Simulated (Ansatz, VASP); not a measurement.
## Cross-check of SnTe2 between VASP and Ansatz

One calculation is typed for both programs; each brings its own data sets. How far apart do they land? The cell is generated by rule, not measured, and may not be a known phase. The cell is taken from a series of runs on this material, whose earlier steps may have relaxed, scaled, displaced or heated it; both programs get it as it stands.

Program: Ansatz 0.2.0. Level of theory: plane waves, with VASP 6.6.1 beside it; single point at PBE. Results are calculated unless marked as measured.

The structure was built from a prototype and need not be the compound's stable phase.

### Step 1. The starting structure

Symmetry: P4_2/nmc, No. 137, tetragonal system. Conventional cell: a = 5.265 Å, b = 5.265 Å, c = 7.446 Å, α = 90.00°, β = 90.00°, γ = 90.00°. Nearest to Sn lie 8 Te at 3.18 to 3.27 Å. Nearest to Te lie 4 Sn at 3.18 to 3.27 Å. Farther neighbours and most contacts between anions are not listed.

Structure file:

```xyz
6
Lattice="0.0000 -3.7228 -3.7228 0.0000 3.7228 -3.7228 7.4455 0.0000 0.0000" Properties=species:S:1:pos:R:3 pbc="T T T"
Sn    0.0000    0.0000    0.0000
Sn    3.7228    0.0000   -3.7228
Te    5.6641    1.8614   -1.8614
Te    1.7814   -1.8614   -1.8614
Te    1.9414    1.8614   -1.8614
Te    5.5041   -1.8614   -1.8614
```

### Step 2. VASP: single point, PBE, pair 1

A single point gives forces, pressure and levels at one fixed geometry, so differences don't come from the geometry; what else differs is listed under the comparison.

Lines of VASP's logs that name or quote its potential files are left out, and so is its time.

Input file INCAR:

```
SYSTEM = SnTe2
PREC = Accurate
ENCUT = 500
EDIFF = 1E-06
NELM = 120
ISMEAR = 1
SIGMA = 0.2
LREAL = .FALSE.
ALGO = Normal
GGA = PE
NBANDS = 32
LORBIT = 11
LWAVE = .FALSE.
LCHARG = .FALSE.
ISIF = 2
LASPH = .TRUE.
GGA_COMPAT = .FALSE.
KPAR = 2
```

Input file POSCAR:

```
SnTe2
1.0
    0.0000000000     -3.7227547923     -3.7227547923
    0.0000000000      3.7227547923     -3.7227547923
    7.4455095846      0.0000000000      0.0000000000
Sn Te
2 4
Direct
    0.0000000000      0.0000000000      0.0000000000
    0.5000000000      0.5000000000      0.5000000000
    0.0000000000      0.5000000000      0.7607447313
    0.5000000000      0.0000000000      0.2392552687
    0.0000000000      0.5000000000      0.2607447313
    0.5000000000      0.0000000000      0.7392552687
```

Input file KPOINTS:

```
Automatic mesh
0
Gamma
8 8 6
0 0 0
```

Potentials, in the order of the species: Sn_d and Te (PBE family, release 64).

Run with:

```console
mpirun -np 2 vasp_std
```

Numbers of over 12 decimals in the logs are rounded to 6 here.

What it wrote:

```text
[banner, memory and clock lines left out]
running    2 mpi-ranks, on    1 nodes
 distrk:  each k-point on    1 cores,    2 groups
 distr:  one band on    1 cores,    1 groups

 POSCAR found type information on POSCAR SnTe
 POSCAR found :  2 types and       6 ions
 LDA part: xc-table for (Slater+PW92), standard interpolation
 POSCAR, INCAR and KPOINTS ok, starting setup
 FFT: planning ... GRIDC
 FFT: planning ... GRID_SOFT
 FFT: planning ... GRID
 WAVECAR not read
 entering main loop
       N       E                     dE             d eps       ncg     rms          rms(c)
DAV:   1     0.428871009503E+03    0.42887E+03   -0.22013E+04  3856   0.162E+03
DAV:   2     0.386463297184E+02   -0.39022E+03   -0.38101E+03  3920   0.410E+02
DAV:   3    -0.166493894900E+02   -0.55296E+02   -0.54067E+02  4792   0.146E+02
DAV:   4    -0.194372813000E+02   -0.27879E+01   -0.27594E+01  4280   0.344E+01
DAV:   5    -0.195585786866E+02   -0.12130E+00   -0.12122E+00  6016   0.739E+00    0.857E+00
DAV:   6    -0.195237898982E+02    0.34789E-01   -0.10335E-01  4696   0.246E+00    0.553E+00
DAV:   7    -0.195276295835E+02   -0.38397E-02   -0.69738E-02  4864   0.155E+00    0.371E-01
DAV:   8    -0.195254041002E+02    0.22255E-02   -0.13211E-02  4560   0.900E-01    0.156E-01
DAV:   9    -0.195258048000E+02   -0.40070E-03   -0.10561E-03  5016   0.152E-01    0.553E-02
DAV:  10    -0.195259214171E+02   -0.11662E-03   -0.11395E-04  4568   0.496E-02    0.515E-02
DAV:  11    -0.195259405175E+02   -0.19100E-04   -0.27578E-05  4408   0.304E-02    0.424E-02
DAV:  12    -0.195259438047E+02   -0.32872E-05   -0.14267E-05  3912   0.216E-02    0.239E-03
DAV:  13    -0.195259442361E+02   -0.43140E-06   -0.36263E-06  4048   0.116E-02
   1 F= -.19525944E+02 E0= -.19528502E+02  d E =0.767259E-02
```

OUTCAR, selected parts (step 2):

```text
ion  position               nearest neighbor table
   1  0.000  0.000  0.000-   3 3.18   4 3.18   3 3.18   4 3.18   5 3.27   5 3.27   6 3.27   6 3.27

  LATTYP: Found a simple tetragonal cell.
 ALAT       =     5.2647703167
 C/A-ratio  =     1.4142135624

 Subroutine GETGRP returns: Found 16 space group operations
 (whereof  8 operations were pure point group operations)

The static configuration has the point symmetry D_2d.
 The point group associated with its full space group is D_4h.

 Found     60 irreducible k-points:

   k-points           NKPTS =     60   k-points in BZ     NKDIM =     60   number of bands    NBANDS=     32

   dimension x,y,z NGX =    40 NGY =   40 NGZ =   54
   dimension x,y,z NGXF=    80 NGYF=   80 NGZF=  108

   ENCUT  =  500.0 eV  36.75 Ry    6.06 a.u.   9.60  9.60 13.57*2*pi/ulx,y,z

   NELECT =      52.0000    total number of electrons

 k-points in reciprocal lattice and weights: Automatic mesh
   0.00000000  0.00000000  0.00000000       0.003
   0.12500000  0.00000000  0.00000000       0.010
   0.25000000  0.00000000  0.00000000       0.010
   0.37500000  0.00000000  0.00000000       0.010
   0.50000000  0.00000000  0.00000000       0.005
   0.12500000  0.12500000  0.00000000       0.010
   0.25000000  0.12500000  0.00000000       0.021
   0.37500000  0.12500000  0.00000000       0.021
   0.50000000  0.12500000  0.00000000       0.010
[...]
0.50000000  0.37500000  0.50000000       0.010
   0.50000000  0.50000000  0.50000000       0.003

 average (electrostatic) potential at core
       1-101.6167       2-101.6167       3 -89.0857       4 -89.0857       5 -89.0857
       6 -89.0857

 E-fermi :   5.3265

 k-point     1 :       0.0000    0.0000    0.0000
  band No.  band energies     occupation
    ...
     21       2.7876      2.00000
     22       3.7120      2.00000
     23       3.9530      2.00000
     24       3.9530      2.00000
     25       4.0047      2.00000
     26       5.7869     -0.00535
     27       5.7869     -0.00535
     28       6.3866     -0.00000
     29       6.9834     -0.00000
     30       7.0343     -0.00000
    ...

 k-point     2 :       0.1250    0.0000    0.0000
  band No.  band energies     occupation
    ...
     22       3.7977      2.00000
     23       3.9333      2.00000
     24       4.2499      2.00000
     25       4.3866      2.00000
     26       5.2492      1.60324
     27       5.5819     -0.07013
     28       6.3414     -0.00000
     29       6.9338     -0.00000
     30       7.0173     -0.00000
     31       7.1806     -0.00000
    ...

 k-point     3 :       0.2500    0.0000    0.0000
  band No.  band energies     occupation
    ...
     23       4.3563      2.00000
     24       4.4641      2.00000
     25       4.7239      2.00017
     26       4.9746      2.03208
     27       5.0856      2.07079
     28       6.2093     -0.00000
     29       7.0778     -0.00000
     30       7.1049     -0.00000
     31       7.7510     -0.00000
     32       8.4630     -0.00000

  Total        0.1771615     -0.1904029     -0.1904029      0.0000000      0.0000000     -0.0000000
  in kB        1.3753921     -1.4781920     -1.4781920      0.0000000      0.0000000     -0.0000000
  external PRESSURE =      -0.5269973 kB  Pullay stress =       0.0000000 kB

  energy-cutoff  :      500.00
  volume of cell :      206.37
      direct lattice vectors                 reciprocal lattice vectors
     0.000000000 -3.722754792 -3.722754792     0.000000000 -0.134309141 -0.134309141
     0.000000000  3.722754792 -3.722754792     0.000000000  0.134309141 -0.134309141
     7.445509585  0.000000000  0.000000000     0.134309141  0.000000000  0.000000000

 POSITION                                       TOTAL-FORCE (eV/Angst)
 -----------------------------------------------------------------------------------
      0.00000      0.00000      0.00000         0.000000      0.000000      0.000000
      3.72275      0.00000     -3.72275         0.000000     -0.000000     -0.000000
      5.66413      1.86138     -1.86138         0.146573      0.000000      0.000000
      1.78138     -1.86138     -1.86138        -0.146573      0.000000     -0.000000
      1.94138      1.86138     -1.86138         0.146573     -0.000000     -0.000000
      5.50413     -1.86138     -1.86138        -0.146573     -0.000000     -0.000000
 -----------------------------------------------------------------------------------
    total drift:                               -0.000000      0.000000     -0.000000

  FREE ENERGIE OF THE ION-ELECTRON SYSTEM (eV)
  ---------------------------------------------------
  free  energy   TOTEN  =       -19.5259442361 eV

  energy  without entropy=      -19.5336168264  energy(sigma->0) =      -19.52850177

 total charge
# of ion       s       p       d       tot
------------------------------------------
    1        1.351   0.728   9.992  12.072
    2        1.351   0.728   9.992  12.072
    3        1.416   1.844   0.026   3.286
    4        1.416   1.844   0.026   3.286
    5        1.416   1.844   0.026   3.286
    6        1.416   1.844   0.026   3.286
--------------------------------------------------
tot          8.365   8.833  20.088  37.287

[... 3 further parts left out ...]
```

The run ends at a pressure of -0.05 GPa, with forces up to 0.15 eV/Å.

### Step 3. Ansatz: single point, PBE, pair 1

Ansatz runs on its default PAW (the set named soft_2) files.

The same cell, functional, mesh and smearing now go to Ansatz, which takes its cutoff from its data sets.

Input file input.yaml:

```yaml
crystal:
  lattice:
    - [0.0, -3.7227547923, -3.7227547923]
    - [0.0, 3.7227547923, -3.7227547923]
    - [7.4455095846, 0.0, 0.0]
  atoms:
    - { symbol: Sn, position: [0.0, 0.0, 0.0] }
    - { symbol: Sn, position: [0.5, 0.5, 0.5] }
    - { symbol: Te, position: [0.0, 0.5, 0.7607447313] }
    - { symbol: Te, position: [0.5, 0.0, 0.2392552687] }
    - { symbol: Te, position: [1.0, 0.5, 0.2607447313] }
    - { symbol: Te, position: [0.5, 0.0, 0.7392552687] }
kpoints:
  mp_grid: { grid: [8, 8, 6] }
hamiltonian:
  xc: pbe
scf:
  occupations: { method: methfessel_paxton, width: 0.2 }
output:
  forces: true
  stress: true
  eigenvalues: true
```

Run with:

```console
ansatz run input.yaml --threads 4 --pin off --max-ram 7168MiB --backend cpu --events-out ev --progress --plain --runs-dir out
```

What it wrote:

```text
Engine: ansatz 0.2.0, aarch64-unknown-linux-gnu
Pseudopotentials: kind: paw
Pseudopotential: Sn, paw, valence charge 14, recommended cutoff 420 eV (normal), Sn.paw.azcp
Pseudopotential: Te, paw, valence charge 16, recommended cutoff 420 eV (normal), Te.paw.azcp
Functional definition: PBE
  parameter kappa = 0.804
  parameter beta = 0.066725
  exchange = pbe_x(kappa = kappa, mu = beta*pi^2/3)
  correlation = pbe_c(beta = beta)
Crystal: 6 atoms, lattice volume = 206.373 Å³
Basis set: ecut = 420 eV, 4033 PW (Γ), exchange–correlation on 72×72×100 points (8 copies of the dense FFT grid, shifted against one another)
Bands: 56, of which v1, the nominal top of the filled ones, is band 46 counted from 1 (45 counted from 0)
Symmetry: 16 space group operations
Space group: P42/nmc (ITA 137), of the structure as read, at distance tolerance 5.9e-5 Å
k-points: 60 of 384
Non-local potential: Sn, projectors of the file, l = 0: 2, l = 1: 2, l = 2: 2, l = 3: 2
Non-local potential: Te, projectors of the file, l = 0: 2, l = 1: 2, l = 2: 2, l = 3: 2
PAW form: soft (Blöchl's): semilocal exchange-correlation on the pseudo side does not see the compensation charge
PAW one-centre angular grid: Sn, 590 points (default); XC on 64 Gauss nodes
PAW one-centre angular grid: Te, 590 points (default); XC on 64 Gauss nodes
Initial density: superposition of atomic densities (neutral atoms: chi_scale 0, normalization atom), corrected by the library's trained network
Initial wavefunctions: pseudopotential atomic-orbital guess
Functional: x = pbe(κ = 0.804, μ = 0.219515), c = pbe(β = 0.066725)
SCF iter   1: F=—  HF=-39967.517311 eV  |F-HF|=—  |Δ(HF+E_count)|=         —  Δρ=1.52e-3  dr2=6.09e-3  ethr=1.77e-3  ⟨swp⟩=8.8  Hψ=13938  notcnv=0
preconditioner: auto → LDOS  [metal: Δε(μ)=0.003 eV  Ē_g=7.914 eV  σ=0.200 eV  W_gap=0.01  n_scr=36 (ndim 8)  ℏωp=14.6 eV  f_vac=0.075  D(μ)=5.37/eV (n_scr^D=36)  β→1.0]
SCF iter   2: F=—  HF=-39967.515179 eV  |F-HF|=—  |Δ(HF+E_count)|=   2.13e-3  S|Δr|=    0.00e0  Δρ=6.91e-4  dr2=7.98e-4  ethr=6.62e-6  ⟨swp⟩=2.2  Hψ=6687  notcnv=0  defer=1
SCF iter   3: F=—  HF=-39967.514856 eV  |F-HF|=—  |Δ(HF+E_count)|=   3.23e-4  S|Δr|=    0.00e0  Δρ=2.43e-4  dr2=1.02e-4  ethr=8.67e-7  ⟨swp⟩=2.0  Hψ=5996  notcnv=0  defer=1
SCF iter   4: F=—  HF=-39967.514818 eV  |F-HF|=—  |Δ(HF+E_count)|=   3.71e-5  S|Δr|=    0.00e0  Δρ=5.19e-5  dr2=8.33e-6  ethr=1.11e-7  ⟨swp⟩=3.0  Hψ=7009  notcnv=0  defer=1
SCF iter   5: F=—  HF=-39967.514682 eV  |F-HF|=—  |Δ(HF+E_count)|=   1.37e-4  S|Δr|=    0.00e0  Δρ=2.62e-5  dr2=1.37e-6  ethr=9.06e-9  ⟨swp⟩=2.0  Hψ=5994  notcnv=0  defer=1
SCF iter   6: F=-39967.514681 eV  HF=-39967.514681 eV  |F-HF|=3.26e-8  |Δ(HF+E_count)|=   4.56e-7  S|Δr|=    0.00e0  Δρ=5.30e-6  dr2=7.58e-8  ethr=1.09e-10  ⟨swp⟩=9.4  Hψ=17430  notcnv=0
SCF 1 converged in 6 iterations: F = -39967.514681 eV  dr2 = 7.58e-8
  greatest PAW one-centre occupation: 0.998 electrons in one spin orbital (limit 2), on the Te atom at site 4 (counted from 0), in its partial waves of l = 2
SCF converged after 6 iterations
Stability not checked: this state was not tested for a lower state beside it, because cold or Methfessel-Paxton smearing, or corrected tetrahedra, fill the levels in a way that the test cannot read (fill_not_monotonic; see scf.lower_state_search)
Free energy (F): -39967.514681 eV
Harris-Foulkes:  -39967.514681 eV  (|F-HF|=3.26e-8)
Internal energy: -39967.522344 eV  (E = F + TS)
E sigma→0 (E₀):  -39967.516597 eV
Entropy (-TS):   0.007662 eV (1.277 meV/atom)
Fermi energy:    7.911050 eV
--- Per-component energies (eV) ---
  E_band       = -1319.443976
  E_kinetic    = 1089.057647
  E_local      = -7378.361955  (includes V_loc(G=0)·N_el)
  E_nonlocal   = -1307.298649
  E_hartree    = 4551.633116
  E_xc         = -1260.958639
  E_vxc        = -605.987626  (∫ρ·V_xc dr)
  E_paw        = -26915.558563  (= ΣΔE_a)
  E_vpaw       = -2220.092759  (= ΣTr[D̂ρ^β])
  E_aug_tail   = -0.000669  (compensation charges beyond the density's cutoff)
  E_ewald      = -8746.034632
  E_smearing   = 0.007662  (= −TS)
  E_closure    = 0.000000  (closes the sum)
  Σ components = -39967.514681   (vs F -39967.514681, Δ=0.00e0)
--- Forces (eV/Å), atoms counted from 1 ---
  atom   1  Sn    -0.00000000     0.00000000    -0.00000000
  atom   2  Sn     0.00000000     0.00000000     0.00000000
  atom   3  Te     0.14661059     0.00000000     0.00000000
  atom   4  Te    -0.14661059     0.00000000    -0.00000000
  atom   5  Te     0.14661059    -0.00000000    -0.00000000
  atom   6  Te    -0.14661059     0.00000000     0.00000000
  max |Σ_I F_I| component: 8.67e-19 eV/Å
--- Stress (GPa, compression-positive) ---
        0.154709       0.000000       0.000000
        0.000000      -0.132657       0.000000
        0.000000      -0.000000      -0.132657
  P = ⅓ Tr σ = -0.0369 GPa (-0.369 kbar)
--- Band table (eV; the first three rows and the last of 60) ---
  k-point 0: bands = [... 42 lower, 6.5383, 6.5383, 6.5900, 8.3709, 8.3709, 8.9704, 9.5701, 9.6208, ... 6 higher]
  k-point 1: bands = [... 42 lower, 6.6797, 6.7541, 6.7541, 8.2700, 8.2700, 8.6052, 9.3530, 9.7808, ... 6 higher]
  k-point 2: bands = [... 42 lower, 6.7871, 7.1452, 7.1452, 7.7757, 8.0062, 8.0062, 9.0831, 9.4763, ... 6 higher]
  k-point 59: bands = [... 42 lower, 7.1117, 7.1117, 8.5657, 8.5657, 8.7454, 8.7454, 10.4602, 10.4602, ... 6 higher]
```

The run ends at a pressure of -0.04 GPa, with forces up to 0.15 eV/Å.

### Step 4. Differences

Known differences besides the potentials themselves: the data sets hold 92 valence electrons in Ansatz (on its default PAW (the set named soft_2) files) and 52 in VASP; the cutoff is 420 eV in Ansatz and 500 eV in VASP. Total energies have different zeros and are not compared.

Both answers:

| quantity | Ansatz | VASP | difference |
| --- | --- | --- | --- |
| pressure (GPa) | -0.04 | -0.05 | +0.02 |

Forces (eV/Å; atoms numbered as in POSCAR):

| atom | Ansatz x, y, z | VASP x, y, z |
| --- | --- | --- |
| Sn1 | 0.000, 0.000, 0.000 | 0.000, 0.000, 0.000 |
| Sn2 | 0.000, 0.000, 0.000 | 0.000, 0.000, 0.000 |
| Te3 | 0.147, 0.000, 0.000 | 0.147, 0.000, 0.000 |
| Te4 | -0.147, 0.000, 0.000 | -0.147, 0.000, 0.000 |
| Te5 | 0.147, 0.000, 0.000 | 0.147, 0.000, 0.000 |
| Te6 | -0.147, 0.000, 0.000 | -0.147, 0.000, 0.000 |

The forces differ by 0.0 meV/Å r.m.s., which is 0.0 % of the r.m.s. force of 0.069 eV/Å (both taken over all components).

### Step 5. VASP: single point, PBE, pair 2

With cell and atoms fixed, the geometry can't cause a difference; cores, projectors, grids and the points listed under the comparison can.

INCAR is that of step 2.

Input file POSCAR:

```
SnTe2
1.0
    0.0000000000     -3.7227547923     -3.7227547923
    0.0000000000      3.7227547923     -3.7227547923
    7.4455095846      0.0000000000      0.0000000000
Sn Te
2 4
Direct
    0.0000000000      0.0000000000      0.0000000000
    0.5000000000      0.5000000000      0.5000000000
    0.0000000000      0.5000000000      0.7688032798
    0.5000000000      0.0000000000      0.2311967202
    0.0000000000      0.5000000000      0.2688032798
    0.5000000000      0.0000000000      0.7311967202
```

KPOINTS is that of step 2.

Run with:

```console
mpirun -np 2 vasp_std
```

What it wrote:

```text
[... set-up lines as in an earlier step ...]
 entering main loop
       N       E                     dE             d eps       ncg     rms          rms(c)
DAV:   1     0.428840667224E+03    0.42884E+03   -0.22015E+04  3864   0.162E+03
DAV:   2     0.386486311694E+02   -0.39019E+03   -0.38096E+03  3920   0.410E+02
DAV:   3    -0.167161442337E+02   -0.55365E+02   -0.54148E+02  4808   0.146E+02
DAV:   4    -0.194910261035E+02   -0.27749E+01   -0.27500E+01  4248   0.344E+01
[...]
DAV:  11    -0.195708818179E+02   -0.20267E-04   -0.30695E-05  4424   0.335E-02    0.447E-02
DAV:  12    -0.195708845833E+02   -0.27654E-05   -0.11895E-05  3952   0.199E-02    0.406E-03
DAV:  13    -0.195708849704E+02   -0.38707E-06   -0.41424E-06  3952   0.123E-02
   1 F= -.19570885E+02 E0= -.19571965E+02  d E =0.323914E-02
```

OUTCAR, selected parts (step 5):

```text
  Total        0.2810561     -0.3501065     -0.3501065     -0.0000000      0.0000000      0.0000000
  in kB        2.1819776     -2.7180500     -2.7180500     -0.0000000      0.0000000      0.0000000
  external PRESSURE =      -1.0847075 kB  Pullay stress =       0.0000000 kB

 POSITION                                       TOTAL-FORCE (eV/Angst)
 -----------------------------------------------------------------------------------
      0.00000      0.00000      0.00000         0.000000     -0.000000      0.000000
      3.72275      0.00000     -3.72275         0.000000      0.000000     -0.000000
      5.72413      1.86138     -1.86138         0.221342      0.000000      0.000000
      1.72138     -1.86138     -1.86138        -0.221342     -0.000000     -0.000000
      2.00138      1.86138     -1.86138         0.221342      0.000000      0.000000
      5.44413     -1.86138     -1.86138        -0.221342      0.000000      0.000000
 -----------------------------------------------------------------------------------
    total drift:                               -0.000000      0.000000     -0.000000

  FREE ENERGIE OF THE ION-ELECTRON SYSTEM (eV)
  ---------------------------------------------------
  free  energy   TOTEN  =       -19.5708849704 eV

  energy  without entropy=      -19.5741241071  energy(sigma->0) =      -19.57196468

[... 2 parts as in an earlier step ...]

[... 1 further part left out ...]
[key lines of the parts left out:]
E-fermi :   5.3280
```

The run ends at a pressure of -0.11 GPa, with forces up to 0.22 eV/Å.

(Continued in part 2 of 2.)

[Lines on the potential files, build, host, timing and source positions are cut from VASP's logs without a mark.]

[Logs are printed without paths, hosts, clocks, repeated set-up lines and the standing remarks that a program may print on its own settings, such as how far it seeks lower states.]

[Hosts, paths, dates, database ids (printed as entryN), source tags and the programs' standing remarks are cut or masked in the printed files.]
